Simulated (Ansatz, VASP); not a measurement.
# Cross-check of SbP between VASP and Ansatz

Aim: how closely do two programs agree when they are given the same cell, functional and k mesh? Of the first pair: The structure shown is the start of the Ansatz relaxation below; VASP solves that cell, so the two are compared at the walk's first step.

Main program and level: Ansatz 0.2.0; plane waves, with VASP 6.6.1 beside it; single point at LDA.

## (1) Set-up

The cell holds 2 atoms: 1 Sb and 1 P. Cell: a = 3.895 Å, b = 3.895 Å, c = 26.468 Å, α = 90.0°, β = 90.0°, γ = 60.0°. Vacuum lies along c. The height across the vacuum is the one that the program set for its solve, not the one typed.

## (2) Ansatz: relaxation, LDA

Ansatz runs on its default PAW (the set named soft_2) files.

The two programs are compared at the cell with which this relaxation starts, whose forces are those of its first step.

Contents of input.yaml:

```yaml
crystal:
  lattice:
    - [3.8952475279, 0.0, 0.0]
    - [1.9476237639, 3.3733833132, 0.0]
    - [0.0, 0.0, 17.39222307]
  atoms:
    - { symbol: Sb, position: [0.6666666667, 0.6666666667, 0.53834886] }
    - { symbol: P, position: [0.0, 0.0, 0.46165114] }
  periodic: [true, true, false]
kpoints:
  mp_grid: { grid: [7, 7, 1] }
scf:
  occupations: { method: fermi_dirac, width: 0.05 }
hamiltonian:
  xc: lda
output:
  forces: true
  stress: true
relax:
  f_tol: 0.02
  max_steps: 50
  cell: {}
```

The run is started by

```sh
$ ansatz run input.yaml --threads 1 --pin off --max-ram 4096MiB --backend cpu --events-out ev --progress --plain --runs-dir out
```

Numbers of over 12 decimals in the logs are rounded to 6 here.

Log:

```text
Warning: crystal.periodic: the lattice vector that does not repeat stood 0.000° off the slab's normal, 17.392 Å along it as the deck builds it. The run solves the slab on a vector along the normal, 26.468 Å long, with every atom where it was (on the deck's vector they left 16.06 Å outside them, and the widest stretch free of ions among them is 1.33 Å). A fractional position that the run reports is one of the run's ce [...]
crystal.periodic: the lattice vector that does not repeat stood 0.000° off the slab's normal, 17.392 Å along it as the deck builds it. The run solves the slab on a vector along the normal, 26.468 Å long, with every atom where it was (on the deck's vector they left 16.06 Å outside them, and the widest stretch free of ions among them is 1.33 Å). A fractional position that the run reports is one of the run's cell, which [...]
Engine: ansatz 0.2.0, aarch64-unknown-linux-gnu
Pseudopotentials: kind: paw
Pseudopotential: Sb, paw, valence charge 15, recommended cutoff 420 eV (normal), Sb.paw.azcp
Pseudopotential: P, paw, valence charge 5, recommended cutoff 420 eV (normal), P.paw.azcp
Functional definition: SPW92
  exchange = slater_x
  correlation = pw_c
Crystal: 2 atoms, lattice volume = 347.792 Å³
Basis set: ecut = 420 eV, 6893 PW (Γ)
Bands: 14, of which v1, the nominal top of the filled ones, is band 10 counted from 1 (9 counted from 0)
Symmetry: 6 space group operations
Space group: P3m1 (ITA 156), of the structure as read, at distance tolerance 7.0e-5 Å
k-points: 8 of 49 (time reversal used)
Non-local potential: Sb, projectors of the file, l = 0: 2, l = 1: 2, l = 2: 2, l = 3: 2
Non-local potential: P, projectors of the file, l = 0: 2, l = 1: 2, l = 2: 2
PAW form: soft (Blöchl's): semilocal exchange-correlation on the pseudo side does not see the compensation charge
PAW frozen core: Sb, regenerated for the run's functional, and the local potential with it (the file was generated under x = pbe(κ = 0.804, μ = 0.219515), c = pbe(β = 0.066725))
PAW frozen core: P, regenerated for the run's functional, and the local potential with it (the file was generated under x = pbe(κ = 0.804, μ = 0.219515), c = pbe(β = 0.066725))
PAW one-centre angular grid: Sb, 590 points (default); XC on 64 Gauss nodes
PAW one-centre angular grid: P, 110 points (default); XC on 64 Gauss nodes
Initial density: superposition of atomic densities (neutral atoms: chi_scale 0, normalization atom), corrected by the library's trained network
Initial wavefunctions: pseudopotential atomic-orbital guess
Functional: x = slater, c = lda
SCF iter   1: F=—  HF=-7061.053178 eV  |F-HF|=—  |Δ(HF+E_count)|=         —  Δρ=3.24e-3  dr2=1.22e-1  ethr=1.77e-3  ⟨swp⟩=12.2  Hψ=1098  notcnv=0
preconditioner: auto → none  [insulator: Δε(μ)=1.049 eV  Ē_g=8.492 eV  σ=0.050 eV  W_gap=1.00  n_scr=14 (ndim 8)  ℏωp=6.3 eV  f_vac=0.779  D(μ)=0.00/eV (n_scr^D=0)  ε∞_Penn≈1.5]
[...]
SCF iter   1: F=—  HF=-7061.221022 eV  |F-HF|=—  |Δ(HF+E_count)|=         —  Δρ=1.29e-3  dr2=7.60e-3  ethr=4.01e-5  ⟨swp⟩=2.6  Hψ=1064  notcnv=0
preconditioner: auto → none  [insulator: Δε(μ)=1.619 eV  Ē_g=8.858 eV  σ=0.050 eV  W_gap=1.00  n_scr=14 (ndim 8)  ℏωp=6.7 eV  f_vac=0.774  D(μ)=0.00/eV (n_scr^D=0)  ε∞_Penn≈1.6]
SCF iter   2: F=—  HF=-7061.218423 eV  |F-HF|=—  |Δ(HF+E_count)|=   2.60e-3  Δρ=4.89e-4  dr2=1.05e-3  ethr=3.80e-5  ⟨swp⟩=2.6  Hψ=203  notcnv=0
SCF iter   3: F=—  HF=-7061.219007 eV  |F-HF|=—  |Δ(HF+E_count)|=   5.84e-4  Δρ=4.81e-4  dr2=6.50e-3  ethr=5.23e-6  ⟨swp⟩=3.4  Hψ=208  notcnv=0  recentre
SCF iter   4: F=—  HF=-7061.218277 eV  |F-HF|=—  |Δ(HF+E_count)|=   7.30e-4  Δρ=2.06e-4  dr2=2.20e-4  ethr=5.23e-6  ⟨swp⟩=2.6  Hψ=156  notcnv=0
SCF iter   5: F=—  HF=-7061.218259 eV  |F-HF|=—  |Δ(HF+E_count)|=   1.80e-5  Δρ=4.56e-5  dr2=5.50e-6  ethr=1.10e-6  ⟨swp⟩=2.5  Hψ=188  notcnv=0
SCF iter   6: F=—  HF=-7061.218263 eV  |F-HF|=—  |Δ(HF+E_count)|=   4.43e-6  Δρ=1.84e-5  dr2=6.37e-7  ethr=2.75e-8  ⟨swp⟩=3.4  Hψ=245  notcnv=0
SCF iter   7: F=-7061.218263 eV  HF=-7061.218263 eV  |F-HF|=8.30e-9  |Δ(HF+E_count)|=   1.74e-8  Δρ=4.04e-6  dr2=3.33e-8  ethr=1.00e-9  ⟨swp⟩=7.0  Hψ=479  notcnv=0
SCF 3 converged in 7 iterations: F = -7061.218263 eV  dr2 = 3.33e-8
relax step   3: F+E_penalty+E_count = -7061.21826322 eV  Δ(F+E_penalty+E_count) = -6.931e-2 eV  max|allowed force component| = 1.656e-1 eV/Å  Δτ_max = 0.0368 Å  P = -0.366 N/m  Ω = 307.278 Å³  energy of the carried Pulay correction = +1.583e-3 eV  fix = [c, alpha, beta]  reactions: c -0.000 N/m  (7 SCF iters, dr2 threshold 2.00e-7 eV, accepted)
[...]
relax step   4: F+E_penalty+E_count = -7061.22010188 eV  Δ(F+E_penalty+E_count) = -1.839e-3 eV  max|allowed force component| = 1.806e-2 eV/Å  Δτ_max = 0.0049 Å  P = +0.070 N/m  Ω = 304.494 Å³  energy of the carried Pulay correction = +1.699e-3 eV  fix = [c, alpha, beta]  reactions: c +0.000 N/m  (6 SCF iters, dr2 threshold 2.00e-7 eV, accepted)
[...]
relax step   5: F+E_penalty+E_count = -7061.22012501 eV  Δ(F+E_penalty+E_count) = -2.313e-5 eV  max|allowed force component| = 6.176e-4 eV/Å  Δτ_max = 0.0002 Å  P = -0.003 N/m  Ω = 305.050 Å³  energy of the carried Pulay correction = +1.676e-3 eV  fix = [c, alpha, beta]  reactions: c -0.000 N/m  (6 SCF iters, dr2 threshold 9.43e-9 eV, accepted)
[...]
relax step   6: F+E_penalty+E_count = -7061.21878864 eV  Δ(F+E_penalty+E_count) = +1.336e-3 eV  max|allowed force component| = 1.477e-3 eV/Å  Δτ_max = 0.0000 Å  P = -0.010 N/m  Ω = 305.050 Å³  fix = [c, alpha, beta]  reactions: c -0.000 N/m  stress off target by 9.85e-3 N/m on what of the cell is left free  SCF on the basis re-selected at this cell (its energy is not comparable with the rows above)  (6 SCF iters)
basis re-selected at this cell: Δ(F+E_penalty+E_count) = +1.336e-3 eV, ΔP = -0.007 N/m vs the last step (what re-selecting the basis moved, of the pressure what is left beyond the Pulay correction that the steps carried, after the strain that the cell walked since its last selection, with what the two solves' SCF thresholds leave and, on support functions, any second-order correction that the steps lacked; it is no measure of the basis error at this ecutwfc). The dense FFT grid was sized anew with the basis: this SCF ran on 25×25×180 points, the steps before it on 27×27×180, so part of this shift can come from that change (see relax.cell in the input reference). [rest of the remark cut]
SCF converged after 6 iterations
Free energy (F): -7061.218789 eV
Harris-Foulkes:  -7061.218789 eV  (|F-HF|=2.27e-11)
Internal energy: -7061.218789 eV  (E = F + TS)
E sigma→0 (E₀):  -7061.218789 eV
Entropy (-TS):   -0.000000 eV (-0.000 meV/atom)
Fermi energy:    -4.883022 eV
--- Per-component energies (eV) ---
  E_band       = -444.330007
  E_kinetic    = 277.659297
  E_local      = -19536.484266  (includes V_loc(G=0)·N_el)
  E_nonlocal   = 402.588507
  E_hartree    = 9536.575011
  E_xc         = -197.860731
  E_vxc        = -156.673772  (∫ρ·V_xc dr)
  E_paw        = -4967.241769  (= ΣΔE_a)
  E_vpaw       = -504.569688  (= ΣTr[D̂ρ^β])
  E_aug_tail   = 0.000001  (compensation charges beyond the density's cutoff)
  E_ewald      = 7422.868986
  E_core_change = 0.676175  (= ΣΔE_core)
  E_smearing   = -0.000000  (= −TS)
  E_closure    = 0.000000  (closes the sum)
  Σ components = -7061.218789   (vs F -7061.218789, Δ=0.00e0)
--- Forces (eV/Å), atoms counted from 1 ---
  atom   1  Sb    -0.00000000     0.00000000     0.00160868
  atom   2  P      0.00000000    -0.00000000    -0.00134604
  max |Σ_I F_I| component: 2.63e-4 eV/Å
--- 2D stress c σ (N/m, compression-positive) ---
       -0.009850      -0.000000       0.000000
       -0.000000      -0.009850      -0.000000
        0.000000      -0.000000      -0.000000
  P = ½ c Tr σ = -0.0099 N/m
--- Relaxed structure (5 steps of the walk, 5 accepted, 1 SCFs on fresh bases) ---
  F+E_penalty+E_count = -7061.21878864 eV   max|allowed force component| = 1.477e-3 eV/Å   (the final SCF, on the basis selected at the relaxed cell)
  cell:  # Å, volume = 305.0504 Å³
    - [3.648051, 2.7035555478482426e-11, 0]
    - [1.824025, 3.159305, 0]
    - [0, 0, 26.467888]
  atoms:
    - { symbol: Sb, position: [0.666667, 0.666667, 0.355536] }
    - { symbol: P, position: [2.589854667985386e-19, -5.179709335904291e-19, 0.301570] }
```

Reading the cycles: dr2 is the Hartree energy of the density residual (eV), the measure of convergence; HF is the Harris–Foulkes estimate of the energy, which meets the free energy F at convergence.

## (3) VASP: single point, LDA, start cell, pair 1

The same cell, functional (in two slightly different forms), mesh and smearing now go to VASP, with its own data sets.

Lines of VASP's logs that name or quote its potential files are left out, and so is its time.

Contents of INCAR:

```
SYSTEM = SbP
PREC = Accurate
ENCUT = 400
EDIFF = 1E-06
NELM = 120
ISMEAR = -1
SIGMA = 0.05
LREAL = .FALSE.
ALGO = Normal
GGA = CA
NBANDS = 11
LORBIT = 11
LWAVE = .FALSE.
LCHARG = .FALSE.
ISIF = 2
LDIPOL = .TRUE.
IDIPOL = 3
DIPOL = 0.5 0.5 0.329
LVHAR = .TRUE.
LASPH = .TRUE.
GGA_COMPAT = .FALSE.
EFERMI = MIDGAP
NELMDL = -8
```

Contents of POSCAR:

```
SbP
1.0
    3.8952480000      0.0000000000      0.0000000000
    1.9476240000      3.3733830000      0.0000000000
    0.0000000000      0.0000000000     26.4678880000
Sb P
1 1
Direct
    0.6666666667      0.6666666667      0.3537525548
    0.0000000000      0.0000000000      0.3033540115
```

Contents of KPOINTS:

```
Automatic mesh
0
Gamma
7 7 1
0 0 0
```

Potentials, in the order of the species: Sb and P (LDA family, release 64).

The run is started by

```sh
$ mpirun -np 1 vasp_std
```

Log:

```text
[banner, memory and clock lines left out]
running    1 mpi-ranks, on    1 nodes
 distrk:  each k-point on    1 cores,    1 groups
 distr:  one band on    1 cores,    1 groups

 POSCAR found type information on POSCAR SbP
 POSCAR found :  2 types and       2 ions
 LDA part: xc-table for (Slater(with rela. corr.)+CA(PZ))
 , standard interpolation
 POSCAR, INCAR and KPOINTS ok, starting setup
 FFT: planning ... GRIDC
 FFT: planning ... GRID_SOFT
 FFT: planning ... GRID
 WAVECAR not read
 entering main loop
       N       E                     dE             d eps       ncg     rms          rms(c)
DAV:   1     0.512759342549E+02    0.51276E+02   -0.23508E+03   176   0.458E+02
DAV:   2    -0.465203817031E+01   -0.55928E+02   -0.51904E+02   278   0.940E+01
DAV:   3    -0.102871009983E+02   -0.56351E+01   -0.56107E+01   287   0.363E+01
DAV:   4    -0.103437862536E+02   -0.56685E-01   -0.56646E-01   231   0.435E+00
DAV:   5    -0.103447861776E+02   -0.99992E-03   -0.99989E-03   252   0.672E-01
DAV:   6    -0.103448210296E+02   -0.34852E-04   -0.34852E-04   252   0.986E-02
DAV:   7    -0.103448214214E+02   -0.39182E-06   -0.39216E-06   255   0.103E-02
DAV:   8    -0.103448214356E+02   -0.14204E-07   -0.13758E-07   236   0.151E-03    0.434E+00
DAV:   9    -0.101136579105E+02    0.23116E+00   -0.16536E+00   212   0.431E+00    0.279E+00
DAV:  10    -0.100879676221E+02    0.25690E-01   -0.23748E-01   200   0.232E+00    0.113E+00
DAV:  11    -0.100823337407E+02    0.56339E-02   -0.32752E-02   206   0.892E-01    0.186E-01
DAV:  12    -0.100819089076E+02    0.42483E-03   -0.47543E-03   220   0.326E-01    0.117E-01
DAV:  13    -0.100819765754E+02   -0.67668E-04   -0.11068E-03   230   0.163E-01    0.360E-02
DAV:  14    -0.100819824937E+02   -0.59184E-05   -0.17198E-04   206   0.632E-02    0.278E-02
DAV:  15    -0.100820069770E+02   -0.24483E-04   -0.99649E-06   227   0.184E-02    0.186E-02
DAV:  16    -0.100820717724E+02   -0.64795E-04   -0.33731E-05   203   0.230E-02    0.105E-02
DAV:  17    -0.100820942949E+02   -0.22523E-04   -0.48345E-06   233   0.104E-02    0.583E-03
DAV:  18    -0.100821394734E+02   -0.45178E-04   -0.60399E-06   203   0.805E-03    0.438E-03
DAV:  19    -0.100821527866E+02   -0.13313E-04   -0.15130E-06   217   0.394E-03    0.454E-03
DAV:  20    -0.100821640940E+02   -0.11307E-04   -0.55180E-07   205   0.247E-03    0.648E-04
DAV:  21    -0.100821674552E+02   -0.33612E-05   -0.90640E-08   206   0.106E-03    0.952E-04
DAV:  22    -0.100821706604E+02   -0.32051E-05   -0.42536E-08   170   0.632E-04    0.450E-04
DAV:  23    -0.100821731180E+02   -0.24576E-05   -0.69972E-08   221   0.654E-04    0.584E-04
DAV:  24    -0.100821739137E+02   -0.79575E-06   -0.27131E-08   174   0.566E-04
   1 F= -.10082174E+02 E0= -.10082172E+02  d E =-.318218E-05
```

Parts of OUTCAR (step 3):

```text
ion  position               nearest neighbor table
   1  0.667  0.667  0.354-   2 2.61   2 2.61   2 2.61
   2  0.000  0.000  0.303-   1 2.61   1 2.61   1 2.61

  LATTYP: Found a hexagonal cell.
 ALAT       =     3.8952473747
 C/A-ratio  =     6.7949183849

 Subroutine GETGRP returns: Found  6 space group operations
 (whereof  6 operations were pure point group operations)

The static configuration has the point symmetry C_3v.

 Found      8 irreducible k-points:

   k-points           NKPTS =      8   k-points in BZ     NKDIM =      8   number of bands    NBANDS=     11

   dimension x,y,z NGX =    28 NGY =   28 NGZ =  180
   dimension x,y,z NGXF=    56 NGYF=   56 NGZF=  360

   ENCUT  =  400.0 eV  29.40 Ry    5.42 a.u.   6.35  6.35 43.16*2*pi/ulx,y,z

   NELECT =      10.0000    total number of electrons

 k-points in reciprocal lattice and weights: Automatic mesh
   0.00000000  0.00000000  0.00000000       0.020
   0.14285714  0.00000000  0.00000000       0.122
   0.28571429 -0.00000000  0.00000000       0.122
   0.42857143 -0.00000000  0.00000000       0.122
   0.28571429  0.14285714  0.00000000       0.122
   0.42857143  0.14285714  0.00000000       0.245
  -0.42857143  0.14285714  0.00000000       0.122
  -0.42857143  0.28571429  0.00000000       0.122

 dipolmoment           0.000000      0.000000     -0.050492 electrons x Angstroem

 average (electrostatic) potential at core
       1 -97.1827       2 -93.1974

 E-fermi :  -3.4332

 k-point     1 :       0.0000    0.0000    0.0000
  band No.  band energies     occupation
      1     -16.1621      2.00000
      2      -9.9918      2.00000
      3      -4.7605      2.00000
      4      -4.7605      2.00000
      5      -4.0808      2.00000
      6      -2.9495      0.00013
      7      -1.0808      0.00000
      8      -1.0808      0.00000
      9       0.8345      0.00000
     10       1.5059      0.00000
    ...

 k-point     2 :       0.1429    0.0000    0.0000
  band No.  band energies     occupation
      1     -15.9305      2.00000
      2     -10.0548      2.00000
      3      -6.1420      2.00000
      4      -5.1477      2.00000
      5      -4.0268      1.99999
      6      -2.1981      0.00000
      7      -0.9989      0.00000
      8      -0.6122      0.00000
      9       1.0898      0.00000
     10       1.7411      0.00000
    ...

 k-point     3 :       0.2857   -0.0000    0.0000
  band No.  band energies     occupation
      1     -15.2623      2.00000
      2     -10.6869      2.00000
      3      -7.1648      2.00000
      4      -5.7861      2.00000
      5      -4.2527      2.00000
      6      -2.6597      0.00000
      7      -0.3761      0.00000
      8      -0.0108      0.00000
      9       1.7401      0.00000
     10       2.2934      0.00000
    ...

  Total       -2.4705157     -2.4705147      0.3373233      0.0000000     -0.0000000      0.0000000
  in kB      -11.3809404    -11.3809355      1.5539492      0.0000000     -0.0000000      0.0000000
  external PRESSURE =      -7.0693089 kB  Pullay stress =       0.0000000 kB

  energy-cutoff  :      400.00
  volume of cell :      347.79
      direct lattice vectors                 reciprocal lattice vectors
     3.895248000  0.000000000  0.000000000     0.256723064 -0.148219162  0.000000000
     1.947624000  3.373383000  0.000000000     0.000000000  0.296438323  0.000000000
     0.000000000  0.000000000 26.467888000     0.000000000  0.000000000  0.037781632

 POSITION                                       TOTAL-FORCE (eV/Angst)
 -----------------------------------------------------------------------------------
      3.89525      2.24892      9.36308         0.000000      0.000000      0.255343
      0.00000      0.00000      8.02914        -0.000000     -0.000000     -0.255343
 -----------------------------------------------------------------------------------
    total drift:                               -0.000000     -0.000003      0.000185

  FREE ENERGIE OF THE ION-ELECTRON SYSTEM (eV)
  ---------------------------------------------------
  free  energy   TOTEN  =       -10.0821739137 eV

  energy  without entropy=      -10.0821707316  energy(sigma->0) =      -10.08217232

 vacuum level on the upper side and lower side of the slab         1.316         2.011

 total charge
# of ion       s       p       d       tot
------------------------------------------
    1        1.215   1.150   0.041   2.406
    2        1.112   1.318   0.000   2.429
--------------------------------------------------
tot          2.326   2.468   0.041   4.836

[... 3 further parts left out ...]
```

## (4) Comparison

Known differences besides the potentials themselves: the two LDA forms differ slightly; Ansatz cuts the interaction across the vacuum, VASP repeats the sheet with a dipole correction; the data sets hold 20 valence electrons in Ansatz (on its default PAW (the set named soft_2) files) and 10 in VASP; the cutoff is 420 eV in Ansatz and 400 eV in VASP; VASP's log shows a relativistic correction to its local exchange, Ansatz's none. Total energies have different zeros and are not compared.

Forces (eV/Å; atoms numbered as in POSCAR):

| atom | Ansatz x, y, z | VASP x, y, z |
| --- | --- | --- |
| Sb1 | 0.000, 0.000, 0.172 | 0.000, 0.000, 0.255 |
| P2 | 0.000, 0.000, -0.173 | 0.000, 0.000, -0.255 |

The forces differ by 48 meV/Å r.m.s., which is 32.4 % of the r.m.s. force of 0.147 eV/Å (both taken over all components). With vacuum in the cell, a pressure given here is an average over mostly empty space and none of the material.

[end of part 1 of 2]

[Lines on the potential files, build, host, timing and source positions are cut from VASP's logs without a mark.]

[Logs are printed without paths, hosts, clocks, repeated set-up lines and the standing remarks that a program may print on its own settings, such as how far it seeks lower states.]

[Hosts, paths, dates, database ids (printed as entryN), source tags and the programs' standing remarks are cut or masked in the printed files.]
